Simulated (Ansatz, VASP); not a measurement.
## TeP2: VASP beside Ansatz

```
CELL_PARAMETERS angstrom
4.18551 0.00000 0.00000
-2.09276 3.62476 0.00000
0.00000 0.00000 4.01956
ATOMIC_POSITIONS crystal
Te 0.00000 0.00000 0.00000
P 0.33333 0.66667 0.50000
P 0.66667 0.33333 0.50000
```

Change from the starting cell: species swapped into the TbSi2 type (P6/mmm, No. 191).

Alike in both runs: functional PBE; k mesh 12 × 12 × 12; occupations gaussian, width 0.1 eV; no spin polarisation.

Ansatz relaxed the structure, and its values are those at the end. VASP's run is a single point on that final structure, the one shown.

|  | VASP | Ansatz |
| --- | --- | --- |
| version | VASP 6.6.1 | Ansatz 0.2.0 |
| potentials or method | VASP PAW PBE potentials, release 64 (Te, P) | scalar-relativistic, plane waves, PAW |
| plane-wave cutoff (eV) | 520 | 420 |
| valence electrons in the cell | 16 | 26 |

```tsv
	VASP	Ansatz	Ansatz less VASP
gap on the k mesh at the Fermi level (eV)	none	none	-
pressure (GPa)	-0.2	0.0	+0.16
```

A gap of «none» marks a metal or a gap that the smearing closes. With one functional, cell and mesh, what is left measures potentials, basis and numerics. The two sets of potentials don't hold the same shells in valence.

The runs have no spin-orbit coupling, so splittings on Te are missing.
